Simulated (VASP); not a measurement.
Data:

```yaml
crystal:
  lattice:
    - [0.00000, 2.90263, 2.90263]
    - [2.90263, 0.00000, 2.90263]
    - [2.90263, 2.90263, 0.00000]
  atoms:
    - { symbol: Sr, position: [0.00000, 0.00000, 0.00000] }
```

The numbers are results of rev-vdW-DF2, VASP's PBE PAW potentials (set 64) (plane waves; VASP 6.6.1), not measurements. Numerical set-up: 520 eV cut-off, 8×8×8 Γ-centred mesh, Gaussian smearing of 0.050 eV, potentials Sr_sv.

**Question.** Estimate the energy per atom (σ→0).

**Answer.** 
```yaml
energy per atom (σ→0): 0.398 eV/atom
```

Only differences to runs with the same potentials and settings are physical.

The compound is Sr in the fcc structure. This cell is one point of a volume scan, at 0.94 of the reference volume.
